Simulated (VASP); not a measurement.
Write the native input for VASP 6.6.1 that does the following.

| Property | Result |
| --- | --- |
| Task | relaxation of cell and atoms |
| Functional | PBE |
| Potentials or basis | VASP PAW PBE potentials, release 64 (Al, B, P) |
| Cutoff | 520 eV |
| k mesh | 12 × 12 × 2 |
| Occupations | gaussian, width 0.1 eV |
| Spin | no spin polarisation |
| Further INCAR settings | ALGO = Normal; EDIFF = 1e-07; IBRION = 2; POTIM = 0.3; EDIFFG = -0.005; NSW = 60; ISIF = 3 |

The structure of Al4B3P lies in POSCAR:

```
Al4B3P                                  
1.0
    3.0390202454     -0.0000000000      0.0000000000
   -1.5195101227      2.6318687276     -0.0000000000
   -0.0000000000      0.0000000000     23.8119772405
  Al              B               P             
     8     6     2
Direct
     0.6666666699999979    0.3333333300000021    0.3602255008199199
     0.0000000000000000    0.0000000000000000    0.7923865757909136
     0.0000000000000000    0.0000000000000000    0.2076134242090865
     0.0000000000000000    0.0000000000000000    0.9306206767467845
     0.0000000000000000    0.0000000000000000    0.0693793232532156
     0.3333333300000021    0.6666666699999979    0.6397744991800803
     0.3333333300000021    0.6666666699999979    0.4535602103522920
     0.6666666699999979    0.3333333300000021    0.5464397896477080
     0.6666666699999979    0.3333333300000021    0.8629912283681550
     0.3333333300000021    0.6666666699999979    0.8603793858903436
     0.3333333300000021    0.6666666699999979    0.1370087716318450
     0.6666666699999979    0.3333333300000021    0.1396206141096562
     0.3333333300000021    0.6666666699999979    0.9993618286191185
     0.6666666699999979    0.3333333300000021    0.0006381713808815
     0.3333333300000021    0.6666666699999979    0.2817945440781599
     0.6666666699999979    0.3333333300000021    0.7182054559218402
```

The cell was built by a generator and needn't be a form met in nature.

One way to write it, as run:

INCAR

```
SYSTEM = Al4B3P
ALGO = Normal
EDIFF = 1E-7
EDIFFG = -0.005
ENCUT = 520
GGA = PE
IBRION = 2
ISIF = 3
ISMEAR = 0
KPAR = 8
LASPH = .True.
LCHARG = .False.
LREAL = .False.
LWAVE = .False.
NELM = 120
NSW = 60
POTIM = 0.3
PREC = Accurate
SIGMA = 0.1
```

KPOINTS

```
k-points
0
Gamma
  12 12 2
  0 0 0
```

Potentials or basis: VASP PAW PBE potentials, release 64 (Al, B, P).

The run is started by

```console
$ cat potpaw_PBE.64/Al/POTCAR potpaw_PBE.64/B/POTCAR potpaw_PBE.64/P/POTCAR > POTCAR
$ mpirun -np 8 vasp_std > vasp.out
```

It gave:

```json
{"Relaxed volume": "11.91 Å³/atom", "Relaxed cell": "a = 3.039 Å, b = 3.039 Å, c = 23.813 Å, α = 90.00°, β = 90.00°, γ = 120.00°", "Space group after relaxing (to 0.05 Å)": "P-3m1 (No. 164)", "Energy gained by relaxing": "0.0 meV/atom", "Ionic steps": "3", "Pressure after relaxing": "0.0 GPa", "Largest force after relaxing": "0.004 eV/Å", "Band gap on the k mesh": "none (metal or under the smearing width)"}
```

Run time: 78 s on 8 MPI ranks on AMD EPYC 9R45 (Zen 5) (shared host), peak memory 0.44 GiB a rank.
